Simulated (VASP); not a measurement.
K₂S (antifluorite), at 1.04 of the tabulated volume:

```yaml
crystal:
  lattice:
    - [0.00000, 3.75376, 3.75376]
    - [3.75376, 0.00000, 3.75376]
    - [3.75376, 3.75376, 0.00000]
  atoms:
    - { symbol: K, position: [0.25000, 0.25000, 0.25000] }
    - { symbol: K, position: [0.75000, 0.75000, 0.75000] }
    - { symbol: S, position: [0.00000, 0.00000, 0.00000] }
```

The lowest empty band near Γ, direction [111], from PBE with spin-orbit coupling in VASP (PAW); its two spin partners are averaged. The gap over the points computed is 2.26 eV, and the next band on that side lies 3.18 eV away at the edge.

Settings: 400 eV cut-off, 6×6×6 Γ-centred mesh, Gaussian smearing of 0.050 eV, potentials K_sv S.

| distance from the edge in k (1/Å) | distance in energy (meV) |
|---|---|
| 0.018 | 3.4 |
| 0.025 | 6.6 |
| 0.035 | 12.9 |
| 0.050 | 26.2 |
| 0.070 | 51.0 |

**Question.** Fit E(1 + αE) = ħ²k²/2m* (ħ²/2m0 = 3.810 eV Å²) and predict the row at 0.095 1/Å.

**Answer.** The rows don't resolve α, so a parabola serves: the electron mass is m* = 0.365 m0, and so 94.1 meV. The run gave 92.9 meV, -1.2 meV from the fit.

Left out are points under 3 meV from the edge, since the levels carry 0.1 meV, and points farther than half the way to the next band.

The compound is K2S in the antifluorite structure. The cell was not relaxed at this level.
